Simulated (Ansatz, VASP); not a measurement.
# Al (Aluminum): VASP beside Ansatz

Aim: how closely do two programs agree when they are given the same cell, functional and k mesh? The cell is taken from a series of runs on this material, whose earlier steps may have relaxed, scaled, displaced or heated it; both programs get it as it stands.

Program: Ansatz 0.2.0. Level of theory: plane waves, with VASP 6.6.1 beside it; elastic constants at LDA. Results are calculated unless marked as measured.

### 1. Set-up

The structure is cubic, space group Fm-3m (No. 225). The conventional cell has a = 3.985 Å, b = 3.985 Å, c = 3.985 Å, α = 90.00°, β = 90.00°, γ = 90.00°. Nearest to Al lie 12 Al at 2.82 Å.

### 2. Ansatz: elastic constants, LDA

Ansatz runs on its default PAW (the set named soft_2) files.

Elastic constants are differences of stresses under small strains, so they test the stress and the mesh.

File input.yaml:

```yaml
crystal:
  lattice:
    - [0.0, 1.9925054095, 1.9925054095]
    - [1.9925054095, 0.0, 1.9925054095]
    - [1.9925054095, 1.9925054095, 0.0]
  atoms:
    - { symbol: Al, position: [0.0, 0.0, 0.0] }
kpoints:
  mp_grid: { grid: [22, 22, 22] }
hamiltonian:
  xc: lda
scf:
  occupations: { method: fermi_dirac, width: 0.15 }
output:
  forces: true
  stress: true
  eigenvalues: true
elastic:
  mode: relaxed_ion
  amplitude: 0.01
```

Started as:

```console
> ansatz run input.yaml --threads 8 --pin off --max-ram 14336MiB --backend cpu --events-out ev --progress --plain --runs-dir out
```

Numbers of over 12 decimals in the logs are rounded to 6 here.

Log:

```text
Engine: ansatz 0.2.0, aarch64-unknown-linux-gnu
Pseudopotentials: kind: paw
Pseudopotential: Al, paw, valence charge 3, recommended cutoff 420 eV (normal), Al.paw.azcp
Functional definition: SPW92
  exchange = slater_x
  correlation = pw_c
Crystal: 1 atoms, lattice volume = 15.821 Å³
Basis set: ecut = 420 eV, 331 PW (Γ)
Bands: 6, of which v1, the nominal top of the filled ones, is band 2 counted from 1 (1 counted from 0)
Symmetry: 48 space group operations
Space group: Fm-3m (ITA 225), of the structure as read, at distance tolerance 2.5e-5 Å
k-points: 328 of 10648
Non-local potential: Al, projectors of the file, l = 0: 2, l = 1: 2, l = 2: 1
PAW form: soft (Blöchl's): semilocal exchange-correlation on the pseudo side does not see the compensation charge
PAW frozen core: Al, regenerated for the run's functional, and the local potential with it (the file was generated under x = pbe(κ = 0.804, μ = 0.219515), c = pbe(β = 0.066725))
PAW one-centre angular grid: Al, 110 points (default); XC on 64 Gauss nodes
Initial density: superposition of atomic densities (neutral atoms: chi_scale 0, normalization atom), corrected by the library's trained network
Initial wavefunctions: pseudopotential atomic-orbital guess
Functional: x = slater, c = lda
SCF iter   1: F=—  HF=-512.893924 eV  |F-HF|=—  |Δ(HF+E_count)|=         —  Δρ=3.46e-3  dr2=1.78e-3  ethr=1.77e-3  ⟨swp⟩=4.8  Hψ=16891  notcnv=0
preconditioner: auto → none  [metal: Δε(μ)=0.036 eV  Ē_g=13.465 eV  σ=0.150 eV  W_gap=0.06  n_scr=0 (ndim 8)  ℏωp=16.2 eV  f_vac=0.000  D(μ)=0.38/eV (n_scr^D=0)]
SCF iter   2: F=—  HF=-512.893279 eV  |F-HF|=—  |Δ(HF+E_count)|=   6.44e-4  Δρ=1.57e-3  dr2=3.55e-4  ethr=5.95e-5  ⟨swp⟩=1.0  Hψ=4592  notcnv=0
SCF iter   3: F=—  HF=-512.893131 eV  |F-HF|=—  |Δ(HF+E_count)|=   1.49e-4  Δρ=4.19e-5  dr2=1.27e-7  ethr=1.18e-5  ⟨swp⟩=2.0  Hψ=2381  notcnv=0
SCF iter   4: F=—  HF=-512.893131 eV  |F-HF|=—  |Δ(HF+E_count)|=   1.38e-7  Δρ=5.12e-6  dr2=2.14e-9  ethr=4.23e-9  ⟨swp⟩=1.2  Hψ=1974  notcnv=0
SCF iter   5: F=—  HF=-512.893131 eV  |F-HF|=—  |Δ(HF+E_count)|=  8.30e-10  Δρ=1.05e-7  dr2=1.08e-12  ethr=7.13e-11  ⟨swp⟩=1.8  Hψ=2266  notcnv=0
SCF iter   6: F=-512.893131 eV  HF=-512.893131 eV  |F-HF|=2.27e-13  |Δ(HF+E_count)|=  2.27e-13  Δρ=4.68e-9  dr2=3.15e-15  ethr=1.00e-12  ⟨swp⟩=4.7  Hψ=5866  notcnv=0
SCF 1 converged in 6 iterations: F = -512.893131 eV  dr2 = 3.15e-15
  greatest PAW one-centre occupation: 0.457 electrons in one spin orbital (limit 2), on the Al atom at site 0 (counted from 0), in its partial waves of l = 0
Crystal: 1 atoms, lattice volume = 15.504 Å³
Basis set: ecut = 420 eV, 323 PW (Γ)
Symmetry: 16 space group operations
k-points: 834 of 10648
Initial density: handed on by an earlier stage of this run
Initial wavefunctions: those handed on with the density
iter 1 solved again at ethr=1.78e-6 eV; its pass at ethr=3.10e-3 eV (dr2=5.35e-5 eV) is discarded
SCF iter   1: F=—  HF=-512.890523 eV  |F-HF|=—  |Δ(HF+E_count)|=         —  Δρ=6.47e-4  dr2=5.69e-5  ethr=1.78e-6  ⟨swp⟩=2.0  Hψ=50764  notcnv=0  defer=11
preconditioner: auto → none  [metal: Δε(μ)=0.015 eV  Ē_g=13.656 eV  σ=0.150 eV  W_gap=0.02  n_scr=0 (ndim 8)  ℏωp=16.3 eV  f_vac=0.000  D(μ)=0.38/eV (n_scr^D=0)]
SCF iter   2: F=—  HF=-512.890471 eV  |F-HF|=—  |Δ(HF+E_count)|=   5.17e-5  Δρ=3.15e-4  dr2=1.33e-5  ethr=1.78e-6  ⟨swp⟩=1.0  Hψ=4868  notcnv=0  defer=11
SCF iter   3: F=—  HF=-512.890455 eV  |F-HF|=—  |Δ(HF+E_count)|=   1.60e-5  Δρ=4.79e-6  dr2=2.08e-9  ethr=4.43e-7  ⟨swp⟩=1.0  Hψ=4868  notcnv=0  defer=11
[...]
SCF 2 converged in 5 iterations: F = -512.890455 eV  dr2 = 5.87e-14
  greatest PAW one-centre occupation: 0.458 electrons in one spin orbital (limit 2), on the Al atom at site 0 (counted from 0), in its partial waves of l = 0
Crystal: 1 atoms, lattice volume = 16.137 Å³
[...]
preconditioner: auto → none  [metal: Δε(μ)=0.022 eV  Ē_g=13.295 eV  σ=0.150 eV  W_gap=0.04  n_scr=0 (ndim 8)  ℏωp=16.0 eV  f_vac=0.000  D(μ)=0.39/eV (n_scr^D=0)]
[...]
preconditioner: auto → none  [metal: Δε(μ)=0.003 eV  Ē_g=13.387 eV  σ=0.150 eV  W_gap=0.00  n_scr=0 (ndim 8)  ℏωp=16.1 eV  f_vac=0.000  D(μ)=0.38/eV (n_scr^D=0)]
[...]
SCF 4 converged in 3 iterations: F = -512.892500 eV  dr2 = 8.68e-15
Crystal: 1 atoms, lattice volume = 15.663 Å³
[...]
preconditioner: auto → none  [metal: Δε(μ)=0.007 eV  Ē_g=13.562 eV  σ=0.150 eV  W_gap=0.01  n_scr=0 (ndim 8)  ℏωp=16.3 eV  f_vac=0.000  D(μ)=0.38/eV (n_scr^D=0)]
[...]
SCF 5 converged in 3 iterations: F = -512.892471 eV  dr2 = 2.24e-14
Crystal: 1 atoms, lattice volume = 15.819 Å³
Symmetry: 8 space group operations
k-points: 1530 of 10648
[...]
preconditioner: auto → none  [metal: Δε(μ)=0.007 eV  Ē_g=13.476 eV  σ=0.150 eV  W_gap=0.01  n_scr=0 (ndim 8)  ℏωp=16.2 eV  f_vac=0.000  D(μ)=0.38/eV (n_scr^D=0)]
[...]
SCF 6 converged in 7 iterations: F = -512.892331 eV  dr2 = 1.57e-15
[...]
preconditioner: auto → none  [metal: Δε(μ)=0.010 eV  Ē_g=13.476 eV  σ=0.150 eV  W_gap=0.02  n_scr=0 (ndim 8)  ℏωp=16.2 eV  f_vac=0.000  D(μ)=0.38/eV (n_scr^D=0)]
SCF iter   2: F=—  HF=-512.892331 eV  |F-HF|=—  |Δ(HF+E_count)|=   7.11e-8  Δρ=1.56e-5  dr2=2.85e-8  ethr=4.25e-9  ⟨swp⟩=1.0  Hψ=8956  notcnv=0  defer=45
SCF iter   3: F=—  HF=-512.892331 eV  |F-HF|=—  |Δ(HF+E_count)|=   2.09e-8  Δρ=4.05e-7  dr2=1.33e-11  ethr=9.50e-10  ⟨swp⟩=1.0  Hψ=8979  notcnv=0  defer=45
SCF iter   4: F=—  HF=-512.892331 eV  |F-HF|=—  |Δ(HF+E_count)|=  6.25e-12  Δρ=4.76e-8  dr2=1.79e-13  ethr=4.43e-13 (applied; sched 1.00e-12)  ⟨swp⟩=2.0  Hψ=11366  notcnv=0  defer=59
SCF iter   5: F=-512.892331 eV  HF=-512.892331 eV  |F-HF|=1.14e-13  |Δ(HF+E_count)|=  1.14e-13  Δρ=2.32e-9  dr2=7.30e-16  ethr=1.00e-12  ⟨swp⟩=3.0  Hψ=18504  notcnv=0
SCF 7 converged in 5 iterations: F = -512.892331 eV  dr2 = 7.30e-16
Crystal: 1 atoms, lattice volume = 15.820 Å³
SCF iter   1: F=—  HF=-512.892930 eV  |F-HF|=—  |Δ(HF+E_count)|=         —  Δρ=1.01e-6  dr2=5.22e-11  ethr=1.00e-12  ⟨swp⟩=7.4  Hψ=82145  notcnv=0  defer=46
preconditioner: auto → none  [metal: Δε(μ)=0.004 eV  Ē_g=13.471 eV  σ=0.150 eV  W_gap=0.01  n_scr=0 (ndim 8)  ℏωp=16.2 eV  f_vac=0.000  D(μ)=0.38/eV (n_scr^D=0)]
SCF iter   2: F=—  HF=-512.892930 eV  |F-HF|=—  |Δ(HF+E_count)|=  4.42e-11  Δρ=4.85e-7  dr2=9.24e-12  ethr=1.00e-12  ⟨swp⟩=1.0  Hψ=21428  notcnv=0  defer=46
SCF iter   3: F=-512.892930 eV  HF=-512.892930 eV  |F-HF|=5.68e-13  |Δ(HF+E_count)|=  1.68e-11  Δρ=3.98e-8  dr2=2.27e-14  ethr=1.00e-12  ⟨swp⟩=3.0  Hψ=27373  notcnv=0
SCF 8 converged in 3 iterations: F = -512.892930 eV  dr2 = 2.27e-14
SCF iter   1: F=—  HF=-512.892930 eV  |F-HF|=—  |Δ(HF+E_count)|=         —  Δρ=1.01e-6  dr2=5.20e-11  ethr=1.00e-12  ⟨swp⟩=7.8  Hψ=84306  notcnv=0  defer=44
SCF iter   2: F=—  HF=-512.892930 eV  |F-HF|=—  |Δ(HF+E_count)|=  4.29e-11  Δρ=4.85e-7  dr2=9.22e-12  ethr=1.00e-12  ⟨swp⟩=1.0  Hψ=21430  notcnv=0  defer=44
SCF iter   3: F=-512.892930 eV  HF=-512.892930 eV  |F-HF|=1.14e-13  |Δ(HF+E_count)|=  1.72e-11  Δρ=3.97e-8  dr2=2.26e-14  ethr=1.00e-12  ⟨swp⟩=3.0  Hψ=27399  notcnv=0
SCF 9 converged in 3 iterations: F = -512.892930 eV  dr2 = 2.26e-14
SCF converged after 6 iterations
Free energy (F): -512.893131 eV
Harris-Foulkes:  -512.893131 eV  (|F-HF|=2.27e-13)
Internal energy: -512.864834 eV  (E = F + TS)
E sigma→0 (E₀):  -512.878982 eV
Entropy (-TS):   -0.028297 eV (-28.297 meV/atom)
Fermi energy:    8.168345 eV
--- Per-component energies (eV) ---
  E_band       = 10.981498
  E_kinetic    = 23.495591
  E_local      = 9.925366  (includes V_loc(G=0)·N_el)
  E_nonlocal   = 11.031158
  E_hartree    = 0.107285
  E_xc         = -39.612415
  E_vxc        = -29.646244  (∫ρ·V_xc dr)
  E_paw        = -443.315226  (= ΣΔE_a)
  E_vpaw       = -4.038940  (= ΣTr[D̂ρ^β])
  E_aug_tail   = -0.000004  (compensation charges beyond the density's cutoff)
  E_ewald      = -74.552306
  E_core_change = 0.055717  (= ΣΔE_core)
  E_smearing   = -0.028297  (= −TS)
  E_closure    = 0.000000  (closes the sum)
  Σ components = -512.893131   (vs F -512.893131, Δ=0.00e0)
--- Forces (eV/Å), atoms counted from 1 ---
  atom   1  Al     0.00000000    -0.00000000    -0.00000000
  max |Σ_I F_I| component: 8.22e-33 eV/Å
--- Stress (GPa, compression-positive) ---
       -0.000616      -0.000000       0.000000
        0.000000      -0.000616       0.000000
        0.000000       0.000000      -0.000616
  P = ⅓ Tr σ = -0.0006 GPa (-0.006 kbar)
--- Band table (eV; the first three rows and the last of 328) ---
  k-point 0: bands = ["-3.2097", "20.8616", "20.8616", "20.8616", "22.6306", "22.6306"]
  k-point 1: bands = ["-3.1520", "19.7876", "20.6694", "20.6694", "22.9107", "22.9107"]
  k-point 2: bands = ["-2.9793", "18.0138", "20.2891", "20.2891", "23.2853", "23.5434"]
  k-point 327: bands = ["6.9329", "7.7027", "8.1966", "9.5549", "23.1066", "24.4684"]
--- Elastic constants: 2 strain directions × 4 members + reference (group order 48) ---
  dense FFT box of the reference and of every strained cell: 20×20×20
  strains applied: 11, 23; error gains: componentwise 1.00 (the most a stress slope's error grows in a printed constant), spectral 1.73 (1 for all six strains in a standard setting)
  C = ∂σ_k/∂η_j (tension-positive GPa; Voigt order 11 22 33 23 13 12):
       130.652     60.176     60.176      0.000     -0.000     -0.000
        60.176    130.652     60.176     -0.000     -0.000     -0.000
        60.176     60.176    130.652      0.000      0.000     -0.000
         0.000     -0.000     -0.000     40.729      0.000     -0.000
         0.000     -0.000      0.000      0.000     40.729      0.000
         0.000      0.000      0.000     -0.000     -0.000     40.729
  reference stress σ⁰ (GPa):      0.001      0.001      0.001     -0.000     -0.000     -0.000
  C* (energy form; C + prestress term) asymmetry max|C*_kj − C*_jk| = 7.105e-15 GPa — a small one proves nothing (zero by symmetry where the batch's group is 432, −43m or m−3m); a large one is finite-difference/SCF noise where every solve meets its electron count
  moduli (Voigt/Reuss/Hill, GPa): K = 83.67/83.67/83.67   G = 38.53/38.34/38.44   E = 100.00   ν = 0.301
  mechanically stable: yes (min eigenvalue of sym C = 40.73 GPa)
  strain η (Voigt 11):  stress-route row diagonal C_11 = 130.65 GPa, energy-path curvature d²(F+E_count+ΔE)/dδ²/Ω₀ = 130.81 GPa
    cells at ±δ against ±2δ: C11 130.15 and 128.66 GPa, apart by 1.14 % of the column's largest entry
         δ    σ_11 (GPa)             F (eV)   n_scf  n_hpsi   n_pw
    -2.000e-2      -2.7562        -512.8904548       5   92095    323   relax 0 steps, max|allowed force component| 0.00e0 eV/Å
    -1.000e-2      -1.3432        -512.8924712       3   82995    323   relax 0 steps, max|allowed force component| 0.00e0 eV/Å
     1.000e-2       1.2599        -512.8925003       3   81911    331   relax 0 steps, max|allowed force component| 0.00e0 eV/Å
     2.000e-2       2.3903        -512.8906898       5   86294    331   relax 0 steps, max|allowed force component| 0.00e0 eV/Å
  strain η (Voigt 23):  stress-route row diagonal C_44 = 40.73 GPa, energy-path curvature d²(F+E_count+ΔE)/dδ²/Ω₀ = 40.75 GPa
    cells at ±δ against ±2δ: C44 40.64 and 40.36 GPa, apart by 0.68 % of the column's largest entry
         δ    σ_23 (GPa)             F (eV)   n_scf  n_hpsi   n_pw
    -2.000e-2      -0.8072        -512.8923305       7  176986    323   relax 0 steps, max|allowed force component| 0.00e0 eV/Å
    -1.000e-2      -0.4064        -512.8929303       3  151493    331   relax 0 steps, max|allowed force component| 0.00e0 eV/Å
     1.000e-2       0.4064        -512.8929303       3  149304    331   relax 0 steps, max|allowed force component| 0.00e0 eV/Å
     2.000e-2       0.8072        -512.8923305       5  154329    323   relax 0 steps, max|allowed force component| 0.00e0 eV/Å
```

[end of part 1 of 2]

[Lines on the potential files, build, host, timing and source positions are cut from VASP's logs without a mark.]

[Logs are printed without paths, hosts, clocks, repeated set-up lines and the standing remarks that a program may print on its own settings, such as how far it seeks lower states.]

[Hosts, paths, dates, database ids (printed as entryN), source tags and the programs' standing remarks are cut or masked in the printed files.]
